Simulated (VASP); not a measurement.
Calculation: vdW-DF2, VASP's PBE PAW potentials (set 64) (plane waves; VASP).

A VASP calculation is set up with these files.

File KPOINTS:
```
Automatic mesh
0
Gamma
4 4 4
0 0 0
```

INCAR:
```
ZAB_VDW = -1.8867
SYSTEM = CsSnI3
EDIFF = 1E-7   ! SCF stop (eV)
PREC = Accurate
LCHARG = .TRUE.
ALGO = Normal
LORBIT = 11   ! lm-projected
LUSE_VDW = .TRUE.
LASPH = .TRUE.   ! aspherical one-centre terms
LMAXMIX = 4   ! l cut-off of mixed one-centre charges
NELM = 100
LREAL = .FALSE.
LEFG = .TRUE.
AGGAC = 0.0
LWAVE = .FALSE.
GGA = ML
ISMEAR = -5
NEDOS = 601
ISIF = 2
ENCUT = 520   ! plane-wave cut-off (eV)
```

File POSCAR:
```
CsSnI3
6.3818420
  0.9999999562   0.0000000000   0.0000000000
  0.0000000000   0.9999999562   0.0000000000
  0.0000000000   0.0000000000   0.9999999562
Cs Sn I
1 1 3
Cartesian
  0.0000000000   0.0000000000   0.0000000000
  0.4999999781   0.4999999781   0.4999999781
  0.4999999781   0.0000000000   0.4999999781
  0.0000000000   0.4999999781   0.4999999781
  0.4999999781   0.4999999781   0.0000000000
```

POTCAR, in this order: Cs_sv Sn_d I (PBE.64 set). Program: vasp_std.

Unless said otherwise, spin-orbit coupling is left out, though it shifts the bands of the heavy elements here.

Q: What does the run give for the energy per atom (σ→0), band gap (on the k-mesh)?

A: 
- energy per atom (σ→0): -0.455 eV/atom
- band gap (on the k-mesh): 0.81 eV

OSZICAR:
```
...
DAV:  10    -0.227610146960E+01   -0.16090E-03   -0.63497E-04   612   0.165E-01    0.624E-02
DAV:  11    -0.227614901700E+01   -0.47547E-04   -0.15590E-04   584   0.102E-01    0.124E-02
DAV:  12    -0.227615507680E+01   -0.60598E-05   -0.23534E-05   636   0.419E-02    0.814E-03
DAV:  13    -0.227615478939E+01    0.28741E-06   -0.19022E-06   614   0.107E-02    0.360E-03
DAV:  14    -0.227615451946E+01    0.26993E-06   -0.29395E-07   558   0.502E-03    0.151E-03
DAV:  15    -0.227615431504E+01    0.20442E-06   -0.10316E-07   342   0.287E-03    0.189E-04
DAV:  16    -0.227615436201E+01   -0.46972E-07   -0.11598E-08   314   0.979E-04
   1 F= -.22761544E+01 E0= -.22761544E+01  d E =0.000000E+00
```

The compound is CsSnI3 in the cubic perovskite structure, the ideal cubic form; the compound distorts at low or room temperature. It was relaxed first, which changed the volume by +8 %.
